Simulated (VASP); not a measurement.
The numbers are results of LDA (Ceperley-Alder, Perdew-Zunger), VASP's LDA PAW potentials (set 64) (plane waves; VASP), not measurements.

VASP input:

**KPOINTS**
```
Regular mesh
0
G
9 9 9
```

### POSCAR
```
HfO2
1
    0.0000000000     2.4402138891     2.4402138891
    2.4402138891     0.0000000000     2.4402138891
    2.4402138891     2.4402138891     0.0000000000
Hf O
1 2
Direct
  0.0000000000   0.0000000000   0.0000000000
  0.2500000000   0.2500000000   0.2500000000
  0.7500000000   0.7500000000   0.7500000000
```

**INCAR**
```
! general
SYSTEM  = HfO2
PREC    = Accurate
ENCUT   = 520
LREAL   = .False.   ! projection in real space or not
LASPH   = .True.   ! aspherical one-centre terms

! electronic loop
EDIFF   = 1E-7
NELM    = 100
ALGO    = Normal   ! blocked Davidson
LMAXMIX = 6   ! l cut-off of mixed one-centre charges

! smearing
ISMEAR  = 0   ! Gaussian
SIGMA   = 0.05

! ions
ISIF    = 2   ! forces and stress, cell fixed

! output
LWAVE   = .False.
LCHARG  = .False.
```

POTCAR, in this order: Hf_pv O (LDA.64 set). Program: vasp_std.

The run wrote:

### OUTCAR
```
 ion  position               nearest neighbor table
   1  0.000  0.000  0.000-   3 2.11   3 2.11   3 2.11   2 2.11   3 2.11   2 2.11   2 2.11   2 2.11
  LATTYP: Found a face centered cubic cell.
 ALAT       =     4.8804277782
 Subroutine PRICEL returns:
 Original cell was already a primitive cell.
 Subroutine GETGRP returns: Found 48 space group operations
The static configuration has the point symmetry O_h .
The dynamic configuration has the point symmetry O_h .
 Subroutine INISYM returns: Found 48 space group operations
 Subroutine IBZKPT returns following result:
 Found     35 irreducible k-points:

 Following reciprocal coordinates:
            Coordinates               Weight
  0.000000  0.000000  0.000000      1.000000
  0.111111  0.000000  0.000000      8.000000
  0.222222  0.000000  0.000000      8.000000
  0.333333  0.000000  0.000000      8.000000
  0.444444  0.000000  0.000000      8.000000
  0.111111  0.111111  0.000000      6.000000
  0.222222  0.111111  0.000000     24.000000
  0.333333  0.111111  0.000000     24.000000
  0.444444  0.111111  0.000000     24.000000
 -0.444444  0.111111  0.000000     24.000000
 -0.333333  0.111111  0.000000     24.000000
 -0.222222  0.111111  0.000000     24.000000
 -0.111111  0.111111  0.000000     12.000000
  0.222222  0.222222  0.000000      6.000000
  0.333333  0.222222  0.000000     24.000000
  0.444444  0.222222  0.000000     24.000000
 -0.444444  0.222222  0.000000     24.000000
 -0.333333  0.222222  0.000000     24.000000
 -0.222222  0.222222  0.000000     12.000000
  0.333333  0.333333  0.000000      6.000000
  0.444444  0.333333  0.000000     24.000000
 -0.444444  0.333333  0.000000     24.000000
 -0.333333  0.333333  0.000000     12.000000
  0.444444  0.444444  0.000000      6.000000
 -0.444444  0.444444  0.000000     12.000000
...
```

### OSZICAR
```
       N       E                     dE             d eps       ncg     rms          rms(c)
DAV:   1     0.991691469549E+02    0.99169E+02   -0.13201E+04  1050   0.148E+03
DAV:   2    -0.351163026821E+02   -0.13429E+03   -0.12999E+03  1302   0.326E+02
DAV:   3    -0.384759409464E+02   -0.33596E+01   -0.33564E+01  1372   0.517E+01
DAV:   4    -0.384906666863E+02   -0.14726E-01   -0.14725E-01  1344   0.370E+00
DAV:   5    -0.384907796017E+02   -0.11292E-03   -0.11291E-03  1351   0.289E-01    0.638E+01
DAV:   6    -0.331325576734E+02    0.53582E+01   -0.27306E+01  1155   0.393E+01    0.529E+01
DAV:   7    -0.330029304546E+02    0.12963E+00   -0.66767E-01  1281   0.794E+00    0.313E+01
DAV:   8    -0.329614959876E+02    0.41434E-01   -0.10491E-01  1393   0.352E+00    0.465E+00
DAV:   9    -0.329561828709E+02    0.53131E-02   -0.20381E-02  1316   0.130E+00    0.171E+00
DAV:  10    -0.329558828069E+02    0.30006E-03   -0.23583E-03  1372   0.398E-01    0.147E-01
DAV:  11    -0.329558751197E+02    0.76872E-05   -0.15347E-04  1183   0.107E-01    0.958E-02
DAV:  12    -0.329558743653E+02    0.75445E-06   -0.54309E-06  1407   0.209E-02    0.740E-03
DAV:  13    -0.329558743283E+02    0.36961E-07   -0.85050E-07  1267   0.730E-03
   1 F= -.32955874E+02 E0= -.32955874E+02  d E =-.368420E-18
```

### OUTCAR
```
------------------------ aborting loop because EDIFF is reached ----------------------------------------
  FORCE on cell =-STRESS in cart. coord.  units (eV):
  Direction    XX          YY          ZZ          XY          YZ          ZX
  --------------------------------------------------------------------------------------
  Total        3.7062482      3.7062482      3.7062482      0.0000000      0.0000000      0.0000000
  in kB      204.3296549    204.3296549    204.3296549      0.0000000      0.0000000      0.0000000
  external PRESSURE =     204.3296549 kB  Pullay stress =       0.0000000 kB
  volume of cell :       29.06
      direct lattice vectors                 reciprocal lattice vectors
     0.000000000  2.440213889  2.440213889    -0.204900071  0.204900071  0.204900071
     2.440213889  0.000000000  2.440213889     0.204900071 -0.204900071  0.204900071
     2.440213889  2.440213889  0.000000000     0.204900071  0.204900071 -0.204900071
 POSITION                                       TOTAL-FORCE (eV/Angst)
 -----------------------------------------------------------------------------------
      0.00000      0.00000      0.00000         0.000000      0.000000      0.000000
      1.22011      1.22011      1.22011         0.000000      0.000000     -0.000000
      3.66032      3.66032      3.66032        -0.000000     -0.000000      0.000000
 -----------------------------------------------------------------------------------
    total drift:                                0.000000      0.000000      0.000000
  FREE ENERGIE OF THE ION-ELECTRON SYSTEM (eV)
  ---------------------------------------------------
  free  energy   TOTEN  =       -32.9558743283 eV

  energy  without entropy=      -32.9558743283  energy(sigma->0) =      -32.95587433
```
(Selected blocks of OUTCAR.)

The compound is HfO2 in the fluorite structure, the high-temperature cubic form, which is unstable at 0 K; the monoclinic form is the stable one. This cell is one point of a volume scan, at 0.94 of the reference volume.
